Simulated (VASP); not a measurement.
**TaAgS2: single point with PBE**

The system is TaAgS2.

```xyz
4
Lattice="3.6318 0.0000 0.0000 -1.8159 3.1452 0.0000 0.0000 0.0000 7.4146" Properties=species:S:1:pos:R:3 pbc="T T T"
Ta    0.0000    0.0000    0.0000
Ag    0.0000    0.0000    3.7073
S     0.0000    2.0968    3.7073
S     1.8159    1.0484    3.7073
```

The cell was built by a generator and needn't be a form met in nature.

The cell isn't the ideal one: random cell by space group and Wyckoff sites (P6/mmm, No. 191).

- Program: VASP 6.6.1
- Task: single point
- Functional: PBE
- Potentials or basis: VASP PAW PBE potentials, release 64 (Ta_pv, Ag, S)
- Cutoff: 520 eV
- k mesh: 6 × 6 × 4
- Occupations: gaussian, width 0.1 eV
- Spin: no spin polarisation
- Dipole correction: no
- Further INCAR settings: ALGO = Normal; EDIFF = 1e-06; NBANDS = 25

| Property | Result |
| --- | --- |
| Pressure | 59.5 GPa |
| Band gap on the k mesh | none (metal or under the smearing width) |

Stress tensor (GPa, compression positive):
```
90.60  0.00  0.00
 0.00 90.60  0.00
 0.00  0.00 -2.78
```

Levels at points of the mesh, in eV from the Fermi level:
```tsv
k point	band 13	band 14	band 15	band 16	band 17	band 18	band 19	band 20	band 21	band 22
(0.00, 0.00, 0.00)	-3.66	-3.66	-2.31	-2.31	-0.28	0.29	0.45	0.45	1.50	1.50
(0.50, 0.00, 0.00)	-3.13	-3.05	-1.76	-0.28	0.38	0.59	1.09	1.49	2.51	2.62
(0.00, 0.00, 0.50)	-3.66	-3.66	-2.31	-2.31	-0.09	0.28	0.44	0.44	0.58	1.50
(0.50, 0.00, 0.50)	-3.09	-3.01	-1.63	-0.69	-0.01	1.09	1.19	1.42	2.51	3.32
```

It took 49 s on 1 thread of Intel(R) Xeon(R) Platinum 8488C (Sapphire Rapids) (shared host), peak memory 0.22 GiB.

Caveat: a pressure of tens of GPa on the cell as given is suspect, and the run, the potentials or the cell itself is likely at fault; this functional lacks dispersion, which binds the layers, so the pressure and a relaxed spacing across them are unreliable. Spin-orbit coupling is left out, which matters for the levels of Ta.
